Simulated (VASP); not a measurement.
# InTeF: structure and properties in VASP, part 2 of 7

What structure does InTeF take at this level, and what are its properties? The cell is invented: it takes the structure of a Materials Project entry for YSF (space group 129 there), with some of its atoms replaced by other elements, volume scaled by an estimate. It may not be a known or stable phase.

VASP 6.6.1; r2SCAN; plane waves and PAW (Te, In_d, F); invented cell.

Still holding for the runs below: The k-mesh is coarse for a metal.

So far. Step 2 (Rough relaxation of the start cell): It ends with a largest force of 0.036 eV/Å and a pressure of -0.03 GPa.

## 3. Relaxing cell and atoms (r2SCAN)

Properties are meant for the cell that this level of theory prefers, so cell and atoms are relaxed first (ISIF = 3) until forces and stress are small; EDIFFG sets the threshold.

INCAR reads:

```
SYSTEM = InTeF
PREC = Accurate
ENCUT = 520
EDIFF = 1E-06
NELM = 100
ISMEAR = 0
SIGMA = 0.05
LREAL = .FALSE.
ALGO = Normal
METAGGA = R2SCAN
LASPH = .TRUE.
NBANDS = 32
LORBIT = 11
LWAVE = .FALSE.
LCHARG = .FALSE.
KPAR = 2
IBRION = 2
NSW = 60
ISIF = 3
EDIFFG = -0.01
```

POSCAR reads:

```
InTeF
1.0
    3.8085914700      0.0000000000      0.0000000000
    0.0000000000      3.8085914700      0.0000000000
    0.0000000000      0.0000000000      8.8032763995
Te In F
2 2 2
Direct
    0.0000000000      0.5000000000      0.6747204994
    0.5000000000      0.0000000000      0.3252795006
    0.0000000000      0.5000000000      0.1701988560
    0.5000000000      0.0000000000      0.8298011440
    0.0000000000      0.0000000000      0.0000000000
    0.5000000000      0.5000000000      0.0000000000
```

KPOINTS reads:

```
Automatic mesh
0
Gamma
7 7 3
0 0 0
```

The projector-augmented-wave data sets are Te, In_d and F (PBE family, release 64).

Launch:

```bash
$ mpirun -np 2 vasp_std
```

What it wrote:

```text
[banner, memory and clock lines left out]
running    2 mpi-ranks, on    1 nodes
 distrk:  each k-point on    1 cores,    2 groups
 distr:  one band on    1 cores,    1 groups

 POSCAR found type information on POSCAR TeInF
 POSCAR found :  3 types and       6 ions
 [... a notice as in an earlier step ...]

 LDA part: xc-table for (None), standard interpolation
 POSCAR, INCAR and KPOINTS ok, starting setup
 FFT: planning ... GRIDC
 FFT: planning ... GRID_SOFT
 FFT: planning ... GRID
 WAVECAR not read
 entering main loop
       N       E                     dE             d eps       ncg     rms          rms(c)
DAV:   1     0.441950494570E+03    0.44195E+03   -0.24177E+04  1288   0.188E+03
DAV:   2    -0.471645275661E+02   -0.48912E+03   -0.47233E+03  1352   0.480E+02
DAV:   3    -0.119595737342E+03   -0.72431E+02   -0.71128E+02  1640   0.190E+02
DAV:   4    -0.122478939057E+03   -0.28832E+01   -0.28781E+01  1520   0.393E+01
DAV:   5    -0.122603087135E+03   -0.12415E+00   -0.12413E+00  1896   0.786E+00    0.111E+01
DAV:   6    -0.109549150739E+03    0.13054E+02   -0.66831E+00  1888   0.410E+01    0.686E+00
DAV:   7    -0.109635452932E+03   -0.86302E-01   -0.15341E+00  1536   0.753E+00    0.356E+00
DAV:   8    -0.109668307137E+03   -0.32854E-01   -0.28126E-01  1976   0.504E+00    0.154E+00
DAV:   9    -0.109660931821E+03    0.73753E-02   -0.74262E-02  1840   0.204E+00    0.645E-01
DAV:  10    -0.109663599326E+03   -0.26675E-02   -0.14602E-02  1560   0.751E-01    0.318E-01
DAV:  11    -0.109663342462E+03    0.25686E-03   -0.45792E-03  1864   0.527E-01    0.110E-01
DAV:  12    -0.109663214705E+03    0.12776E-03   -0.53440E-04  1856   0.168E-01    0.617E-02
DAV:  13    -0.109663204335E+03    0.10370E-04   -0.28158E-04  1720   0.103E-01    0.222E-02
DAV:  14    -0.109663199573E+03    0.47617E-05   -0.20616E-05  1832   0.331E-02    0.707E-03
DAV:  15    -0.109663199587E+03   -0.14074E-07   -0.94931E-07  1072   0.697E-03
   1 F= -.10966320E+03 E0= -.10966169E+03  d E =-.109663E+03
 curvature:   0.00 expect dE= 0.000E+00 dE for cont linesearch  0.000E+00
 trial: gam= 0.00000 g(F)=  0.541E-03 g(S)=  0.107E-01 ort = 0.000E+00 (trialstep = 0.100E+01)
 search vector abs. value=  0.112E-01
 bond charge predicted
       N       E                     dE             d eps       ncg     rms          rms(c)
DAV:   1    -0.109708510475E+03   -0.45311E-01   -0.15250E+00  1616   0.122E+01    0.140E+00
DAV:   2    -0.109677458700E+03    0.31052E-01   -0.89939E-02  1640   0.355E+00    0.590E-01
DAV:   3    -0.109671643259E+03    0.58154E-02   -0.13645E-02  1688   0.133E+00    0.256E-01
DAV:   4    -0.109670524080E+03    0.11192E-02   -0.32210E-03  2016   0.656E-01    0.105E-01
DAV:   5    -0.109670492010E+03    0.32070E-04   -0.53166E-04  1520   0.194E-01    0.926E-02
DAV:   6    -0.109670477837E+03    0.14174E-04   -0.71601E-05  1928   0.827E-02    0.531E-02
DAV:   7    -0.109670470369E+03    0.74678E-05   -0.36303E-05  1920   0.586E-02    0.208E-02
DAV:   8    -0.109670472510E+03   -0.21414E-05   -0.89136E-06  1384   0.222E-02    0.131E-02
DAV:   9    -0.109670472461E+03    0.49247E-07   -0.65290E-07   784   0.845E-03
   2 F= -.10967047E+03 E0= -.10966897E+03  d E =-.727287E-02
[... from here on, the cycles between the ionic steps are left out ...]
   3 F= -.10967115E+03 E0= -.10966964E+03  d E =-.794550E-02
   4 F= -.10967296E+03 E0= -.10967143E+03  d E =-.181074E-02
   5 F= -.10967296E+03 E0= -.10967143E+03  d E =-.181125E-02
   6 F= -.10967349E+03 E0= -.10967195E+03  d E =-.534967E-03
   7 F= -.10967409E+03 E0= -.10967251E+03  d E =-.113386E-02
   8 F= -.10967455E+03 E0= -.10967297E+03  d E =-.460396E-03
   9 F= -.10967530E+03 E0= -.10967370E+03  d E =-.120815E-02
  10 F= -.10967534E+03 E0= -.10967374E+03  d E =-.124770E-02
 curvature:  -4.46 expect dE=-0.311E-02 dE for cont linesearch -0.211E-07
 trial: gam= 1.23328 g(F)=  0.893E-04 g(S)=  0.608E-03 ort = 0.266E-05 (trialstep = 0.699E+00)
 search vector abs. value=  0.297E-02
 bond charge predicted
       N       E                     dE             d eps       ncg     rms          rms(c)
DAV:   1    -0.109679673798E+03   -0.43353E-02   -0.14566E-01  1536   0.427E+00    0.492E-01
DAV:   2    -0.109676129495E+03    0.35443E-02   -0.13074E-02  1568   0.129E+00    0.157E-01
DAV:   3    -0.109675764644E+03    0.36485E-03   -0.14431E-03  1584   0.431E-01    0.670E-02
DAV:   4    -0.109675668826E+03    0.95818E-04   -0.27578E-04  1936   0.211E-01    0.397E-02
DAV:   5    -0.109675659806E+03    0.90202E-05   -0.31606E-05  1640   0.474E-02    0.353E-02
DAV:   6    -0.109675654175E+03    0.56313E-05   -0.65904E-06  1440   0.175E-02    0.112E-02
DAV:   7    -0.109675652444E+03    0.17305E-05   -0.30486E-06  1248   0.135E-02    0.729E-03
DAV:   8    -0.109675652960E+03   -0.51578E-06   -0.55912E-07   680   0.785E-03
  11 F= -.10967565E+03 E0= -.10967405E+03  d E =-.315063E-03
 trial-energy change:   -0.000315  1 .order   -0.000300   -0.000490   -0.000110
 step:   0.8545(harm=  0.9006)  dis= 0.00594  next Energy=  -109.675665 (dE=-0.327E-03)
 reached required accuracy - stopping structural energy minimisation
```

Wall time 7.2 min (2 MPI ranks of Intel Xeon 6975P-C (Granite Rapids), shared host); peak memory 0.56 GiB; 14 min of CPU time.

Parts of OUTCAR (step 3):

```text
  LATTYP: Found a simple tetragonal cell.
 ALAT       =     3.8085914700
 C/A-ratio  =     2.3114257512

 Found     20 irreducible k-points:

   k-points           NKPTS =     20   k-points in BZ     NKDIM =     20   number of bands    NBANDS=     32

   dimension x,y,z NGX =    28 NGY =   28 NGZ =   70
   dimension x,y,z NGXF=    56 NGYF=   56 NGZF=  140

   ENCUT  =  520.0 eV  38.22 Ry    6.18 a.u.   7.08  7.08 16.37*2*pi/ulx,y,z

   NELECT =      52.0000    total number of electrons

 E-fermi :   6.0878

 k-point     1 :       0.0000    0.0000    0.0000
  band No.  band energies     occupation
    ...
     22       4.3065      2.00000
     23       5.4319      2.00000
     24       5.4319      2.00000
     25       5.5996      2.00000
     26       5.5996      2.00000
     27       6.5248      0.00000
     28       7.7151      0.00000
     29       9.4707      0.00000
     30      10.9844      0.00000
     31      11.5287      0.00000
    ...

 k-point     2 :       0.1429    0.0000    0.0000
  band No.  band energies     occupation
    ...
     22       3.4698      2.00000
     23       4.0546      2.00000
     24       5.1722      2.00000
     25       5.5945      2.00000
     26       5.7725      2.00000
     27       7.4884      0.00000
     28       8.1172      0.00000
     29      10.1153      0.00000
     30      10.9472      0.00000
     31      12.5375      0.00000
    ...

  Total        0.0325013      0.0325013      0.0451822      0.0000000      0.0000000      0.0000000
  in kB        0.4015015      0.4015015      0.5581543      0.0000000      0.0000000      0.0000000
  external PRESSURE =       0.4537191 kB  Pullay stress =       0.0000000 kB

  energy-cutoff  :      520.00
  volume of cell :      129.70
      direct lattice vectors                 reciprocal lattice vectors
     3.791576830  0.000000000  0.000000000     0.263742513  0.000000000 -0.000000000
     0.000000000  3.791576830  0.000000000     0.000000000  0.263742513  0.000000000
     0.000000000  0.000000000  9.021611591    -0.000000000  0.000000000  0.110844940

 POSITION                                       TOTAL-FORCE (eV/Angst)
 -----------------------------------------------------------------------------------
      3.79158      1.89579      6.11623        -0.000000      0.000000     -0.000158
      1.89579      0.00000      2.90539         0.000000     -0.000000      0.000158
      0.00000      1.89579      1.51196         0.000000     -0.000000      0.007830
      1.89579      0.00000      7.50965        -0.000000     -0.000000     -0.007830
      0.00000      0.00000      0.00000        -0.000000     -0.000000      0.000000
      1.89579      1.89579      0.00000        -0.000000      0.000000      0.000000
 -----------------------------------------------------------------------------------
    total drift:                                0.000000     -0.000000      0.000000

  FREE ENERGIE OF THE ION-ELECTRON SYSTEM (eV)
  ---------------------------------------------------
  free  energy   TOTEN  =      -109.6756529600 eV

  energy  without entropy=     -109.6724383750  energy(sigma->0) =     -109.67404567

 total charge
# of ion       s       p       d       tot
------------------------------------------
    1        1.403   1.985   0.027   3.415
    2        1.403   1.985   0.027   3.415
    3        0.778   0.457   9.927  11.163
    4        0.778   0.457   9.927  11.163
    5        1.750   4.355   0.000   6.105
    6        1.750   4.355   0.000   6.105
--------------------------------------------------
tot          7.862  13.594  19.910  41.365

[... 3 parts as in an earlier step ...]

[... 7 further parts left out ...]
```

CONTCAR:

```
InTeF
   1.00000000000000
     3.7915768301570485    0.0000000000000000    0.0000000000000000
     0.0000000000000000    3.7915768301570485    0.0000000000000000
     0.0000000000000000    0.0000000000000000    9.0216115914489041
  Te              In              F
     2     2     2
Direct
     1.0000000000000000    0.5000000000000000    0.6779526889088346
     0.5000000000000000    0.0000000000000000    0.3220473110911652
     0.0000000000000000    0.5000000000000000    0.1675930023601353
     0.5000000000000000    0.0000000000000000    0.8324069976398647
     0.0000000000000000    0.0000000000000000    0.0000000000000000
     0.5000000000000000    0.5000000000000000    0.0000000000000000
```

Relaxation path:

| step | energy less that of the first step (eV) | largest force (eV/Å) | pressure (GPa) | volume (Å³) |
| --- | --- | --- | --- | --- |
| 1 | 0.0000 | 0.0748 | 0.39 | 127.69 |
| 2 | -0.0073 | 0.0600 | -0.15 | 128.65 |
| 3 | -0.0079 | 0.0835 | -0.32 | 129.00 |
| 4 | -0.0098 | 0.0501 | 0.12 | 128.40 |
| 5 | -0.0098 | 0.0486 | 0.11 | 128.40 |
| 6 | -0.0103 | 0.0463 | 0.06 | 128.59 |
| 7 | -0.0109 | 0.0703 | -0.06 | 129.08 |
| 8 | -0.0114 | 0.0563 | 0.00 | 129.13 |
| 9 | -0.0121 | 0.0304 | 0.15 | 129.26 |
| 10 | -0.0121 | 0.0302 | 0.20 | 129.30 |
| 11 | -0.0125 | 0.0078 | 0.05 | 129.70 |

```csv
"conventional cell, symmetrised",before,after,change
a (Å),3.809,3.792,-0.4 %
b (Å),3.809,3.792,-0.4 %
c (Å),8.803,9.022,+2.5 %
volume (Å³/atom),21.28,21.62,+1.6 %
```

The atoms that moved most (Å, as changes of fractional coordinates times the final cell):

```
atom     dx     dy      dz  length
 Te1  0.000  0.000   0.029   0.029
 Te2  0.000  0.000  -0.029   0.029
 In3  0.000  0.000  -0.024   0.024
 In4  0.000  0.000   0.024   0.024
```

Final coordinates:

```xyz
6
Lattice="3.7916 0.0000 0.0000 0.0000 3.7916 0.0000 0.0000 0.0000 9.0216" Properties=species:S:1:pos:R:3 pbc="T T T"
Te    0.0000    1.8958    6.1162
Te    1.8958    0.0000    2.9054
In    0.0000    1.8958    1.5120
In    1.8958    0.0000    7.5097
F     0.0000    0.0000    0.0000
F     1.8958    1.8958    0.0000
```

This step gave:

* irreducible k-points: 20
* free energy (TOTEN): -109.6757 eV
* energy at zero smearing: -109.6740 eV
* Fermi energy: 6.088 eV
* pressure: 0.04537 GPa
* SCF cycles over all ionic steps: 83

It ends with a largest force of 0.008 eV/Å and a pressure of 0.05 GPa.

## 4. Second relaxation

A relaxation keeps the plane waves of the cell it began with, so it is repeated from the new cell, on a basis made for it.

INCAR is that of step 3.

POSCAR reads:

```
InTeF
1.0
    3.7915768302      0.0000000000      0.0000000000
    0.0000000000      3.7915768302      0.0000000000
    0.0000000000      0.0000000000      9.0216115914
Te In F
2 2 2
Direct
    0.0000000000      0.5000000000      0.6779526889
    0.5000000000      0.0000000000      0.3220473111
    0.0000000000      0.5000000000      0.1675930024
    0.5000000000      0.0000000000      0.8324069976
    0.0000000000      0.0000000000      0.0000000000
    0.5000000000      0.5000000000      0.0000000000
```

KPOINTS is that of step 3.

Launch:

```bash
$ mpirun -np 2 vasp_std
```

What it wrote:

```text
[... set-up lines as in an earlier step ...]
 entering main loop
       N       E                     dE             d eps       ncg     rms          rms(c)
DAV:   1     0.445013849452E+03    0.44501E+03   -0.24256E+04  1280   0.186E+03
DAV:   2    -0.466794561601E+02   -0.49169E+03   -0.47376E+03  1368   0.477E+02
DAV:   3    -0.119695512843E+03   -0.73016E+02   -0.71649E+02  1688   0.189E+02
DAV:   4    -0.122497758959E+03   -0.28022E+01   -0.27972E+01  1528   0.388E+01
DAV:   5    -0.122618177856E+03   -0.12042E+00   -0.12040E+00  1904   0.784E+00    0.111E+01
DAV:   6    -0.109567310719E+03    0.13051E+02   -0.65992E+00  1880   0.407E+01    0.685E+00
DAV:   7    -0.109648746163E+03   -0.81435E-01   -0.15280E+00  1536   0.747E+00    0.357E+00
DAV:   8    -0.109681730091E+03   -0.32984E-01   -0.26913E-01  1936   0.492E+00    0.154E+00
DAV:   9    -0.109675508722E+03    0.62214E-02   -0.69948E-02  1816   0.197E+00    0.652E-01
DAV:  10    -0.109678224935E+03   -0.27162E-02   -0.14187E-02  1648   0.742E-01    0.316E-01
DAV:  11    -0.109677940486E+03    0.28445E-03   -0.43472E-03  1880   0.513E-01    0.105E-01
DAV:  12    -0.109677832240E+03    0.10825E-03   -0.49800E-04  1856   0.162E-01    0.619E-02
DAV:  13    -0.109677823587E+03    0.86535E-05   -0.24092E-04  1704   0.949E-02    0.238E-02
DAV:  14    -0.109677819333E+03    0.42534E-05   -0.17533E-05  1840   0.304E-02    0.623E-03
DAV:  15    -0.109677819242E+03    0.91432E-07   -0.94915E-07  1032   0.677E-03
   1 F= -.10967782E+03 E0= -.10967621E+03  d E =-.109678E+03
 curvature:   0.00 expect dE= 0.000E+00 dE for cont linesearch  0.000E+00
 trial: gam= 0.00000 g(F)=  0.546E-05 g(S)=  0.669E-04 ort = 0.000E+00 (trialstep = 0.100E+01)
 search vector abs. value=  0.724E-04
 bond charge predicted
       N       E                     dE             d eps       ncg     rms          rms(c)
DAV:   1    -0.109678484483E+03   -0.66515E-03   -0.18610E-02  1712   0.163E+00    0.203E-01
DAV:   2    -0.109677922827E+03    0.56166E-03   -0.20191E-03  1568   0.507E-01    0.585E-02
DAV:   3    -0.109677872111E+03    0.50716E-04   -0.23017E-04  1624   0.170E-01    0.262E-02
DAV:   4    -0.109677856544E+03    0.15568E-04   -0.36888E-05  1976   0.745E-02    0.182E-02
DAV:   5    -0.109677853605E+03    0.29386E-05   -0.37531E-06  1256   0.176E-02    0.146E-02
DAV:   6    -0.109677850578E+03    0.30275E-05   -0.17203E-06   960   0.998E-03    0.259E-03
DAV:   7    -0.109677850520E+03    0.57478E-07   -0.41983E-07   728   0.640E-03
   2 F= -.10967785E+03 E0= -.10967624E+03  d E =-.312784E-04
 trial-energy change:   -0.000031  1 .order   -0.000032   -0.000072    0.000008
 step:   0.8976(harm=  0.8976)  dis= 0.00033  next Energy=  -109.677852 (dE=-0.325E-04)
 reached required accuracy - stopping structural energy minimisation
```

Wall time 2 min (2 MPI ranks); peak memory 0.55 GiB.

Parts of OUTCAR (step 4):

```text
  LATTYP: Found a simple tetragonal cell.
 ALAT       =     3.7915768302
 C/A-ratio  =     2.3793825090

 Found     20 irreducible k-points:

   ENCUT  =  520.0 eV  38.22 Ry    6.18 a.u.   7.05  7.05 16.77*2*pi/ulx,y,z

   NELECT =      52.0000    total number of electrons

 E-fermi :   6.0714

 k-point     1 :       0.0000    0.0000    0.0000
  band No.  band energies     occupation
    ...
     22       4.2894      2.00000
     23       5.4170      2.00000
     24       5.4170      2.00000
     25       5.5844      2.00000
     26       5.5844      2.00000
     27       6.5060      0.00000
     28       7.6983      0.00000
     29       9.4555      0.00000
     30      10.9677      0.00000
     31      11.5150      0.00000
    ...

 k-point     2 :       0.1429    0.0000    0.0000
  band No.  band energies     occupation
    ...
     22       3.4554      2.00000
     23       4.0408      2.00000
     24       5.1561      2.00000
     25       5.5795      2.00000
     26       5.7571      2.00000
     27       7.4694      0.00000
     28       8.0997      0.00000
     29      10.0992      0.00000
     30      10.9304      0.00000
     31      12.5220      0.00000
    ...

  Total       -0.0184793     -0.0184793      0.0064095      0.0000000      0.0000000      0.0000000
  in kB       -0.2280123     -0.2280123      0.0790855      0.0000000      0.0000000      0.0000000
  external PRESSURE =      -0.1256464 kB  Pullay stress =       0.0000000 kB

  energy-cutoff  :      520.00
  volume of cell :      129.85
      direct lattice vectors                 reciprocal lattice vectors
     3.792661369  0.000000000 -0.000000000     0.263667094  0.000000000  0.000000000
     0.000000000  3.792661369  0.000000000     0.000000000  0.263667094  0.000000000
     0.000000000  0.000000000  9.027130726     0.000000000  0.000000000  0.110777171

 POSITION                                       TOTAL-FORCE (eV/Angst)
 -----------------------------------------------------------------------------------
      0.00000      1.89633      6.11996         0.000000      0.000000      0.006754
      1.89633      3.79266      2.90717         0.000000     -0.000000     -0.006754
      0.00000      1.89633      1.51325         0.000000     -0.000000     -0.002150
      1.89633      3.79266      7.51388        -0.000000     -0.000000      0.002150
      0.00000      0.00000     -0.00000         0.000000     -0.000000      0.000000
      1.89633      1.89633     -0.00000        -0.000000      0.000000      0.000000
 -----------------------------------------------------------------------------------
    total drift:                                0.000000      0.000000      0.000000

  FREE ENERGIE OF THE ION-ELECTRON SYSTEM (eV)
  ---------------------------------------------------
  free  energy   TOTEN  =      -109.6778505201 eV

  energy  without entropy=     -109.6746273173  energy(sigma->0) =     -109.67623892

 total charge
# of ion       s       p       d       tot
------------------------------------------
    1        1.403   1.984   0.027   3.414
    2        1.403   1.984   0.027   3.414
    3        0.778   0.457   9.927  11.162
    4        0.778   0.457   9.927  11.162
    5        1.749   4.355   0.000   6.104
    6        1.749   4.355   0.000   6.104
--------------------------------------------------
tot          7.860  13.591  19.909  41.360

[... 6 parts as in an earlier step ...]

[... 6 further parts left out ...]
```

Little changed from the start: no atom moved by 0.005 Å and no cell edge by 0.1 %.

This step gave:

| Property | Result |
| --- | --- |
| free energy (TOTEN) | -109.6779 eV |
| energy at zero smearing | -109.6762 eV |
| Fermi energy | 6.071 eV |
| pressure | -0.01256 GPa |
| SCF cycles over all ionic steps | 22 |

It ends with a largest force of 0.007 eV/Å and a pressure of -0.01 GPa. The volume moved by only 0.12 %, so the volume is settled.

(Continued in part 3 of 7.)

[Lines on the potential files, build, host, timing and source positions are cut from VASP's logs without a mark.]

[Logs are printed without paths, hosts, clocks, repeated set-up lines and the standing remarks that a program may print on its own settings, such as how far it seeks lower states.]

[Hosts, paths, dates, database ids (printed as entryN), source tags and the programs' standing remarks are cut or masked in the printed files.]

[A measured line is paired with the nearest computed mode of its activity, which favours agreement.]
